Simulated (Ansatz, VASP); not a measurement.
# TlCd2Se2: VASP beside Ansatz

Contents of INCAR:

```
PREC = Accurate ; ENCUT = 520
EDIFF = 1E-6 ; ISMEAR = 0
SIGMA = 0.0206 ; LREAL = F
LASPH = T ; NELM = 80
ALGO = Normal ; ISIF = 2
LWAVE = F ; LCHARG = F
GGA = PE ; IVDW = 13
NBANDS = 32
```

Contents of KPOINTS:

```
regular mesh
0
Gamma
  5 5 5
```

The input POSCAR:

```
TlCd2Se2
1.0
    0.0000000000      4.1821410000      0.0000000000
    4.1821410000      0.0000000000      0.0000000000
    2.0910710000      2.0910710000     -7.4069110000
Tl Cd Se
1 2 2
Direct
    0.0000000000      0.0000000000      0.0000000000
    0.7500000000      0.2500000000      0.5000000000
    0.2500000000      0.7500000000      0.5000000000
    0.3600000000      0.3600000000      0.2800000000
    0.6400000000      0.6400000000      0.7200000000
```

Input for Ansatz:

```yaml
crystal:
  lattice:
    - [0.0, 4.182141, 0.0]
    - [4.182141, 0.0, 0.0]
    - [2.091071, 2.091071, -7.406911]
  atoms:
    - { symbol: Tl, position: [0.0, 0.0, 0.0] }
    - { symbol: Cd, position: [0.75, 0.25, 0.5] }
    - { symbol: Cd, position: [0.25, 0.75, 0.5] }
    - { symbol: Se, position: [0.36, 0.36, 0.28] }
    - { symbol: Se, position: [0.64, 0.64, 0.72] }
  symmetry: { tolerance: 0.0003 }
kpoints:
  mp_grid: { grid: [5, 5, 5], shift: [0, 0, 0] }
magnetization:
  spin_polarized: false
scf:
  occupations: { method: gaussian, width: 0.0206 }
hamiltonian:
  pseudopotentials: { kind: paw }
  xc: pbe
  dispersion: d4
basis:
  ecutwfc: 420
output:
  forces: true
  stress: true
  eigenvalues: true
  write_density: true
  write_potential: true
  elf: true
  volumetric_format: npy
```

The cell was built by a generator and needn't be a form met in nature.

Alike in both runs: task single point; functional PBE; dispersion D4; k mesh 5 × 5 × 5; occupations gaussian, width 0.0206 eV; no spin polarisation.

|  | VASP | Ansatz |
| --- | --- | --- |
| version | VASP 6.6.1 | Ansatz 0.2.0 |
| potentials or method | VASP PAW PBE potentials, release 64 (Tl_d, Cd, Se) | PAW plane waves |
| plane-wave cutoff (eV) | 520 | 420 |
| valence electrons in the cell | 49 | 85 |

Ansatz gave:

```
gap on the k mesh at the Fermi level (eV)       : none
pressure (GPa)                                  : 5.9
largest component of the traceless stress (GPa) : 1.73
rms of the force components (eV/Å)              : 0.558
dispersion energy (meV/atom)                    : -443.6
```

Problem. Which values does VASP return?

Solution. gap on the k mesh at the Fermi level (eV): none; pressure (GPa): 6.2; largest component of the traceless stress (GPa): 1.76; rms of the force components (eV/Å): 0.589; dispersion energy (meV/atom): -443.4.

Atom by atom the forces differ by 0.031 eV/Å (rms over components). A gap of «none» marks a metal or a gap that the smearing closes. The two sets of potentials don't hold the same shells in valence.

Caveats: pairwise dispersion overbinds metals, which lowers pressure and volume; forces of over 1 eV/Å show positions far from the minimum, so gaps and moduli don't describe the material at rest. Spin-orbit coupling is left out, which matters for the levels of Tl.
